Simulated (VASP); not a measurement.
# A VASP study of Zn3SbP (PBE): structure first, properties next, part 2 of 4

Wanted: the relaxed cell of Zn3SbP and its properties. The cell is invented: it takes the structure of a Materials Project entry for Ca3SbP (space group 221 there), with some of its atoms replaced by other elements, volume scaled by an estimate. It may not be a known or stable phase. Left out of this account: 1 further run (relaxation: a spoilt try).

VASP 6.6.1, plane waves and PAW; the level of theory is named at each step.

Still holding for the runs below: The k-mesh is coarse for a metal.

So far. Step 2 (Rough relaxation of the start cell): It ends with forces that vanish by symmetry and a pressure of -0.06 GPa. The relaxed cell has a = 4.705 Å (conventional setting).

## Step 3: Relaxing cell and atoms (PBE)

Level of this step: PBE; plane waves and PAW (Sb, Zn, P); invented cell (VASP).

Properties are meant for the cell that this level of theory prefers, so cell and atoms are relaxed first (ISIF = 3) until forces and stress are small; EDIFFG sets the threshold.

The input, INCAR:

```
SYSTEM = Zn3SbP
PREC = Accurate
ENCUT = 400
EDIFF = 1E-06
NELM = 100
ISMEAR = -1
SIGMA = 0.05
LREAL = .FALSE.
ALGO = Normal
GGA = PE
NBANDS = 29
LORBIT = 11
LWAVE = .FALSE.
LCHARG = .FALSE.
KPAR = 2
IBRION = 2
NSW = 60
ISIF = 3
EDIFFG = -0.01
```

The input, POSCAR:

```
Zn3SbP
1.0
    4.7051934959      0.0000000000      0.0000000000
    0.0000000000      4.7051934959      0.0000000000
    0.0000000000      0.0000000000      4.7051934959
Sb Zn P
1 3 1
Direct
    0.0000000000      0.0000000000      0.0000000000
    0.0000000000      0.5000000000      0.5000000000
    0.5000000000      0.0000000000      0.5000000000
    0.5000000000      0.5000000000      0.0000000000
    0.5000000000      0.5000000000      0.5000000000
```

The input, KPOINTS:

```
Automatic mesh
0
Gamma
5 5 5
0 0 0
```

PAW data sets: Sb, Zn and P (PBE family, release 64).

Launch:

```console
> mpirun -np 2 vasp_std
```

What it wrote:

```text
[... set-up lines as in an earlier step ...]
 entering main loop
       N       E                     dE             d eps       ncg     rms          rms(c)
DAV:   1     0.245846834114E+03    0.24585E+03   -0.18113E+04   580   0.158E+03
DAV:   2     0.568278182951E+01   -0.24016E+03   -0.23355E+03   585   0.341E+02
DAV:   3    -0.118877096971E+02   -0.17570E+02   -0.17212E+02   671   0.988E+01
DAV:   4    -0.122837178904E+02   -0.39601E+00   -0.39420E+00   635   0.141E+01
DAV:   5    -0.122909388160E+02   -0.72209E-02   -0.72200E-02   643   0.182E+00    0.788E+00
DAV:   6    -0.114171935197E+02    0.87375E+00   -0.30050E+00   720   0.326E+01    0.573E+00
DAV:   7    -0.114180637651E+02   -0.87025E-03   -0.11801E+00   635   0.762E+00    0.263E+00
DAV:   8    -0.114064377708E+02    0.11626E-01   -0.40328E-02   626   0.146E+00    0.123E+00
DAV:   9    -0.114040027098E+02    0.24351E-02   -0.10398E-02   613   0.527E-01    0.127E-01
DAV:  10    -0.114039256737E+02    0.77036E-04   -0.68034E-04   739   0.277E-01    0.749E-02
DAV:  11    -0.114039569333E+02   -0.31260E-04   -0.15831E-04   623   0.830E-02    0.326E-02
DAV:  12    -0.114039624413E+02   -0.55080E-05   -0.28709E-05   652   0.534E-02    0.447E-03
DAV:  13    -0.114039620594E+02    0.38192E-06   -0.14403E-06   385   0.125E-02
   1 F= -.11403962E+02 E0= -.11381898E+02  d E =-.114040E+02
 curvature:   0.00 expect dE= 0.000E+00 dE for cont linesearch  0.000E+00
 trial: gam= 0.00000 g(F)=  0.000E+00 g(S)=  0.700E-03 ort = 0.000E+00 (trialstep = 0.100E+01)
 search vector abs. value=  0.700E-03
 bond charge predicted
       N       E                     dE             d eps       ncg     rms          rms(c)
DAV:   1    -0.114149543445E+02   -0.10992E-01   -0.14699E-01   645   0.583E+00    0.740E-01
DAV:   2    -0.114057702275E+02    0.91841E-02   -0.42284E-02   635   0.377E+00    0.265E-01
DAV:   3    -0.114047018103E+02    0.10684E-02   -0.73099E-04   630   0.263E-01    0.139E-01
DAV:   4    -0.114043580100E+02    0.34380E-03   -0.22897E-04   712   0.135E-01    0.497E-02
DAV:   5    -0.114043145931E+02    0.43417E-04   -0.31255E-05   736   0.586E-02    0.135E-02
DAV:   6    -0.114043122638E+02    0.23293E-05   -0.18052E-05   660   0.302E-02    0.238E-03
DAV:   7    -0.114043126444E+02   -0.38062E-06   -0.16987E-06   428   0.900E-03
   2 F= -.11404313E+02 E0= -.11382084E+02  d E =-.350585E-03
 trial-energy change:   -0.000351  1 .order   -0.000356   -0.000700   -0.000012
 step:   1.0181(harm=  1.0172)  dis= 0.00000  next Energy=   -11.404313 (dE=-0.351E-03)
 reached required accuracy - stopping structural energy minimisation
```

Wall time 12 s (2 MPI ranks of Intel Xeon Platinum 8259CL at 2.50GHz (Skylake/Cascade Lake), shared host); peak memory 0.35 GiB; 23 s of CPU time.

OUTCAR, selected parts (step 3):

```text
  LATTYP: Found a simple cubic cell.
 ALAT       =     4.7051934959

The static configuration has the point symmetry O_h .

 Found     10 irreducible k-points:

   dimension x,y,z NGX =    32 NGY =   32 NGZ =   32
   dimension x,y,z NGXF=    64 NGYF=   64 NGZF=   64

   ENCUT  =  400.0 eV  29.40 Ry    5.42 a.u.   7.67  7.67  7.67*2*pi/ulx,y,z

   NELECT =      46.0000    total number of electrons

 E-fermi :   3.8944

 k-point     1 :       0.0000    0.0000    0.0000
  band No.  band energies     occupation
    ...
     18      -0.3501      2.00000
     19      -0.3501      2.00000
     20      -0.3501      2.00000
     21       2.5188      2.00000
     22       2.5188      2.00000
     23       3.9931      0.24380
     24       3.9931      0.24380
     25       3.9931      0.24380
     26       4.6730      0.00000
     27       9.1934      0.00000
    ...

 k-point     2 :       0.2000    0.0000    0.0000
  band No.  band energies     occupation
    ...
     20      -0.1193      2.00000
     21       2.3208      2.00000
     22       2.6559      2.00000
     23       3.8185      1.64072
     24       3.8185      1.64072
     25       4.1630      0.00926
     26       6.3507      0.00000
     27       7.7633      0.00000
     28       8.2776      0.00000
     29       8.2776      0.00000

  Total        0.0026347      0.0026347      0.0026347      0.0000000      0.0000000      0.0000000
  in kB        0.0403423      0.0403423      0.0403423      0.0000000      0.0000000      0.0000000
  external PRESSURE =       0.0403423 kB  Pullay stress =       0.0000000 kB

  energy-cutoff  :      400.00
  volume of cell :      104.64
      direct lattice vectors                 reciprocal lattice vectors
     4.712253149  0.000000000 -0.000000000     0.212212708  0.000000000 -0.000000000
     0.000000000  4.712253149  0.000000000    -0.000000000  0.212212708  0.000000000
     0.000000000  0.000000000  4.712253149     0.000000000  0.000000000  0.212212708

 POSITION                                       TOTAL-FORCE (eV/Angst)
 -----------------------------------------------------------------------------------
      0.00000      0.00000      0.00000        -0.000000      0.000000      0.000000
      0.00000      2.35613      2.35613         0.000000      0.000000      0.000000
      2.35613      0.00000      2.35613         0.000000      0.000000      0.000000
      2.35613      2.35613     -0.00000        -0.000000      0.000000      0.000000
      2.35613      2.35613      2.35613        -0.000000      0.000000      0.000000
 -----------------------------------------------------------------------------------
    total drift:                                0.000000     -0.000000     -0.000000

  FREE ENERGIE OF THE ION-ELECTRON SYSTEM (eV)
  ---------------------------------------------------
  free  energy   TOTEN  =       -11.4043126444 eV

  energy  without entropy=      -11.3598546397  energy(sigma->0) =      -11.38208364

 total charge
# of ion       s       p       d       tot
------------------------------------------
    1        1.191   1.150   0.013   2.354
    2        0.600   0.332   9.759  10.691
    3        0.600   0.332   9.759  10.691
    4        0.600   0.332   9.759  10.691
    5        1.046   1.490   0.000   2.535
--------------------------------------------------
tot          4.036   3.637  29.291  36.964

[... 3 parts as in an earlier step ...]

[... 7 further parts left out ...]
```

CONTCAR:

```
Zn3SbP
   1.00000000000000
     4.7122531491951491    0.0000000000000000   -0.0000000000000000
     0.0000000000000000    4.7122531491951491    0.0000000000000000
     0.0000000000000000    0.0000000000000000    4.7122531491951491
  Sb              Zn              P
     1     3     1
Direct
     0.0000000000000000    0.0000000000000000    0.0000000000000000
     0.0000000000000000    0.5000000000000000    0.5000000000000000
     0.5000000000000000    0.0000000000000000    0.5000000000000000
     0.5000000000000000    0.5000000000000000    0.0000000000000000
     0.5000000000000000    0.5000000000000000    0.5000000000000000
```

Step by step:

```csv
step,energy less that of the first step (eV),largest force (eV/Å),pressure (GPa),volume (Å³)
1,0.0000,0.0000,0.24,104.17
2,-0.0004,0.0000,0.00,104.64
```

```csv
"conventional cell, symmetrised",before,after,change
a (Å),4.705,4.712,+0.2 %
b (Å),4.705,4.712,+0.2 %
c (Å),4.705,4.712,+0.2 %
volume (Å³/atom),20.83,20.93,+0.5 %
```

The relaxed structure:

```xyz
5
Lattice="4.7123 0.0000 0.0000 0.0000 4.7123 0.0000 0.0000 0.0000 4.7123" Properties=species:S:1:pos:R:3 pbc="T T T"
Sb    0.0000    0.0000    0.0000
Zn    0.0000    2.3561    2.3561
Zn    2.3561    0.0000    2.3561
Zn    2.3561    2.3561    0.0000
P     2.3561    2.3561    2.3561
```

This step gave:

```
free energy (TOTEN)             : -11.40 eV
energy at zero smearing         : -11.38 eV
Fermi energy                    : 3.894 eV
pressure                        : 0.004034 GPa
SCF cycles over all ionic steps : 20
```

It ends with forces that vanish by symmetry and a pressure of 0.00 GPa.

## Step 4: Single point with fields (PBE)

A single point on the relaxed cell gives a clean self-consistent state, with density, ELF and potential written out.

Changes to INCAR since step 3:

```diff
@@ -13,7 +13,5 @@
 LWAVE = .FALSE.
-LCHARG = .FALSE.
-KPAR = 2
-IBRION = 2
-NSW = 60
-ISIF = 3
-EDIFFG = -0.01
+LCHARG = .TRUE.
+ISIF = 2
+LELF = .TRUE.
+LVHAR = .TRUE.
```

Changes to POSCAR since step 3:

```diff
@@ -2,5 +2,5 @@
 1.0
-    4.7051934959      0.0000000000      0.0000000000
-    0.0000000000      4.7051934959      0.0000000000
-    0.0000000000      0.0000000000      4.7051934959
+    4.7122531492      0.0000000000      0.0000000000
+    0.0000000000      4.7122531492      0.0000000000
+    0.0000000000      0.0000000000      4.7122531492
 Sb Zn P
```

KPOINTS is that of step 3.

Launch:

```console
> mpirun -np 2 vasp_std
```

What it wrote:

```text
[banner, memory and clock lines left out]
running    2 mpi-ranks, on    1 nodes
 distrk:  each k-point on    2 cores,    1 groups
 distr:  one band on    1 cores,    2 groups

 POSCAR found type information on POSCAR SbZnP
 POSCAR found :  3 types and       5 ions
 LDA part: xc-table for (Slater+PW92), standard interpolation
|                                                                             |
|           W    W    AA    RRRRR   N    N  II  N    N   GGGG   !!!           |
|           W    W   A  A   R    R  NN   N  II  NN   N  G    G  !!!           |
|           W    W  A    A  R    R  N N  N  II  N N  N  G       !!!           |
|           W WW W  AAAAAA  RRRRR   N  N N  II  N  N N  G  GGG   !            |
|           WW  WW  A    A  R   R   N   NN  II  N   NN  G    G                |
|           W    W  A    A  R    R  N    N  II  N    N   GGGG   !!!           |
|                                                                             |
|     The number of bands has been changed from the values supplied in        |
|     The orbitals not found in the WAVECAR file will be initialized with     |
|     random numbers, which is usually adequate. For correlated               |
|     calculations, however, you should redo the groundstate calculation.     |
|     I found NBANDS = 29. Now, NBANDS = 30.                                  |
|                                                                             |

 POSCAR, INCAR and KPOINTS ok, starting setup
 FFT: planning ... GRIDC
 FFT: planning ... GRID_SOFT
 FFT: planning ... GRID
 WAVECAR not read
 entering main loop
       N       E                     dE             d eps       ncg     rms          rms(c)
DAV:   1     0.250430629474E+03    0.25043E+03   -0.18145E+04   600   0.152E+03
DAV:   2     0.661691340170E+01   -0.24381E+03   -0.23654E+03   618   0.336E+02
DAV:   3    -0.118509951115E+02   -0.18468E+02   -0.18046E+02   702   0.986E+01
DAV:   4    -0.122821027184E+02   -0.43111E+00   -0.43036E+00   678   0.142E+01
DAV:   5    -0.122887761712E+02   -0.66735E-02   -0.66730E-02   712   0.172E+00    0.781E+00
DAV:   6    -0.114202082893E+02    0.86857E+00   -0.28538E+00   752   0.313E+01    0.569E+00
DAV:   7    -0.114187739086E+02    0.14344E-02   -0.11143E+00   672   0.735E+00    0.262E+00
DAV:   8    -0.114076432869E+02    0.11131E-01   -0.37586E-02   656   0.139E+00    0.121E+00
DAV:   9    -0.114052290693E+02    0.24142E-02   -0.92437E-03   660   0.502E-01    0.126E-01
DAV:  10    -0.114051706629E+02    0.58406E-04   -0.60155E-04   750   0.265E-01    0.754E-02
DAV:  11    -0.114052027022E+02   -0.32039E-04   -0.14532E-04   668   0.789E-02    0.302E-02
DAV:  12    -0.114052077444E+02   -0.50422E-05   -0.25377E-05   652   0.492E-02    0.392E-03
DAV:  13    -0.114052074264E+02    0.31799E-06   -0.11937E-06   432   0.111E-02
   1 F= -.11405207E+02 E0= -.11382979E+02  d E =-.444563E-01
```

It took 8.4 s on 2 MPI ranks; peak memory 0.29 GiB; 16 s of CPU time.

Parts of OUTCAR (step 4):

```text
  LATTYP: Found a simple cubic cell.
 ALAT       =     4.7122531492

The static configuration has the point symmetry O_h .

 Found     10 irreducible k-points:

   k-points           NKPTS =     10   k-points in BZ     NKDIM =     10   number of bands    NBANDS=     30

   ENCUT  =  400.0 eV  29.40 Ry    5.42 a.u.   7.68  7.68  7.68*2*pi/ulx,y,z

   NELECT =      46.0000    total number of electrons

 E-fermi :   3.8944

 k-point     1 :       0.0000    0.0000    0.0000
  band No.  band energies     occupation
    ...
     18      -0.3501      2.00000
     19      -0.3501      2.00000
     20      -0.3501      2.00000
     21       2.5189      2.00000
     22       2.5189      2.00000
     23       3.9931      0.24397
     24       3.9931      0.24397
     25       3.9931      0.24397
     26       4.6730      0.00000
     27       9.1934      0.00000
    ...

 k-point     2 :       0.2000    0.0000    0.0000
  band No.  band energies     occupation
    ...
     20      -0.1193      2.00000
     21       2.3208      2.00000
     22       2.6560      2.00000
     23       3.8184      1.64091
     24       3.8184      1.64091
     25       4.1630      0.00925
     26       6.3507      0.00000
     27       7.7633      0.00000
     28       8.2777      0.00000
     29       8.2777      0.00000
    ...

  Total       -0.0091050     -0.0091050     -0.0091050     -0.0000000      0.0000000     -0.0000000
  in kB       -0.1394128     -0.1394128     -0.1394128     -0.0000000      0.0000000     -0.0000000
  external PRESSURE =      -0.1394128 kB  Pullay stress =       0.0000000 kB

  energy-cutoff  :      400.00
  volume of cell :      104.64
      direct lattice vectors                 reciprocal lattice vectors
     4.712253149  0.000000000  0.000000000     0.212212708  0.000000000  0.000000000
     0.000000000  4.712253149  0.000000000     0.000000000  0.212212708  0.000000000
     0.000000000  0.000000000  4.712253149     0.000000000  0.000000000  0.212212708

 POSITION                                       TOTAL-FORCE (eV/Angst)
 -----------------------------------------------------------------------------------
      0.00000      0.00000      0.00000         0.000000      0.000000      0.000000
      0.00000      2.35613      2.35613         0.000000      0.000000      0.000000
      2.35613      0.00000      2.35613         0.000000      0.000000      0.000000
      2.35613      2.35613      0.00000         0.000000      0.000000      0.000000
      2.35613      2.35613      2.35613         0.000000      0.000000      0.000000
 -----------------------------------------------------------------------------------
    total drift:                                0.000000     -0.000000     -0.000000

  FREE ENERGIE OF THE ION-ELECTRON SYSTEM (eV)
  ---------------------------------------------------
  free  energy   TOTEN  =       -11.4052074264 eV

  energy  without entropy=      -11.3607511727  energy(sigma->0) =      -11.38297930

 total charge
# of ion       s       p       d       tot
------------------------------------------
    1        1.191   1.150   0.013   2.355
    2        0.600   0.332   9.759  10.691
    3        0.600   0.332   9.759  10.691
    4        0.600   0.332   9.759  10.691
    5        1.046   1.490   0.000   2.536
--------------------------------------------------
tot          4.036   3.637  29.291  36.964

[... 3 parts as in an earlier step ...]

[... 6 further parts left out ...]
```

This step gave:

```yaml
scf_cycles: 13
bands: 30
free_energy_toten: -11.41 eV
pressure: -0.01394 GPa
```

Valence electrons inside each PAW sphere by angular momentum. Sphere charges, by row:

```csv
atom,s (e),p (e),d (e),tot (e)
Sb1,1.191,1.15,0.013,2.355
Zn2,0.6,0.332,9.759,10.69
Zn3,0.6,0.332,9.759,10.69
Zn4,0.6,0.332,9.759,10.69
P5,1.046,1.49,0,2.536
```

ELF in the ac plane at fractional y = 0.500, with atoms of Zn and P within 0.2 Å of it. It is the smooth field of the valence electrons, not physical close to the nuclei.

Values, 14 rows by 14 columns, each cell a mean:
```
0.12 0.12 0.13 0.16 0.20 0.13 0.03 0.01 0.06 0.18 0.18 0.15 0.12 0.12
0.13 0.12 0.12 0.16 0.19 0.20 0.15 0.13 0.18 0.21 0.17 0.14 0.12 0.12
0.16 0.15 0.14 0.16 0.23 0.28 0.32 0.33 0.30 0.26 0.21 0.14 0.14 0.15
0.18 0.17 0.18 0.24 0.41 0.58 0.67 0.69 0.64 0.52 0.32 0.21 0.17 0.18
0.16 0.19 0.21 0.36 0.62 0.75 0.80 0.80 0.78 0.71 0.52 0.26 0.21 0.18
0.04 0.10 0.23 0.42 0.74 0.76 0.62 0.54 0.69 0.78 0.64 0.30 0.18 0.06
0.07 0.04 0.21 0.45 0.79 0.74 0.38 0.21 0.54 0.80 0.69 0.33 0.13 0.01
0.01 0.06 0.22 0.44 0.77 0.75 0.50 0.38 0.62 0.80 0.67 0.32 0.15 0.03
0.11 0.16 0.22 0.38 0.68 0.77 0.75 0.74 0.76 0.75 0.58 0.28 0.20 0.13
0.20 0.19 0.19 0.30 0.50 0.68 0.77 0.79 0.74 0.62 0.41 0.23 0.19 0.20
0.16 0.16 0.15 0.18 0.30 0.38 0.44 0.45 0.42 0.36 0.24 0.16 0.16 0.16
0.14 0.13 0.12 0.15 0.19 0.22 0.22 0.21 0.23 0.21 0.18 0.14 0.12 0.13
0.12 0.12 0.13 0.16 0.19 0.16 0.06 0.04 0.10 0.19 0.17 0.15 0.12 0.12
0.11 0.12 0.14 0.16 0.20 0.11 0.01 0.07 0.04 0.16 0.18 0.16 0.13 0.12
```
Columns run along a (4.7 Å), rows up along c (4.7 Å). Atoms in or near the plane, at fractional coordinates: Zn at (0.00, 0.50), Zn at (0.50, 0.00), P at (0.50, 0.50).

Electrostatic potential energy in the ac plane at fractional y = 0.500, with atoms of Zn and P within 0.2 Å of it. With pseudopotentials it is smooth inside the atoms' cores, unlike the true potential.

Ten even steps from '0' (-76 eV) to '9' (4 eV), each cell a mean:
```
99998888889999
99999888889999
99999988899999
99999988999999
88899865789988
88898510279888
88888300058888
88888400168888
88899743589988
88999988899998
99999988999999
99999888889999
99998888889999
99998888889999
```
Columns run along a (4.7 Å; values clipped at the 3rd and 97th percentile), rows up along c (4.7 Å). Atoms in or near the plane, at fractional coordinates: Zn at (0.00, 0.50), Zn at (0.50, 0.00), P at (0.50, 0.50).

Valence density in the ac plane at fractional y = 0.500, with atoms of Zn and P within 0.2 Å of it. It is the smooth field of the valence electrons, not physical close to the nuclei.

Ten steps, logarithmic in the rise over the least value, from '_' (0 e/Å³) to '@' (17 e/Å³), each cell a mean:
```
......::--**%%@@##==::::....
......::::==****++--::......
::....::::::------::::::..::
::::::::::::------::::::::::
++==::::::----------::::--==
%%##==------------------++##
@@%%++------::__--------**@@
@@##==--------::--------**%%
**++--::------------::::==**
--::::::::--------::::::::--
::::::::::::------::::::::::
......::::--==++==::::......
......::::++##%%##==::......
......::--**@@@@%%++::::....
```
Columns run along a (4.7 Å), rows up along c (4.7 Å). Atoms in or near the plane, at fractional coordinates: Zn at (0.00, 0.50), Zn at (0.50, 0.00), P at (0.50, 0.50).

In this run the pressure is -0.01 GPa, small enough to go on.

[end of part 2 of 4]

[Lines on the potential files, build, host, timing and source positions are cut from VASP's logs without a mark.]

[Logs are printed without paths, hosts, clocks, repeated set-up lines and the standing remarks that a program may print on its own settings, such as how far it seeks lower states.]

[Hosts, paths, dates, database ids (printed as entryN), source tags and the programs' standing remarks are cut or masked in the printed files.]

[A measured line is paired with the nearest computed mode of its activity, which favours agreement.]
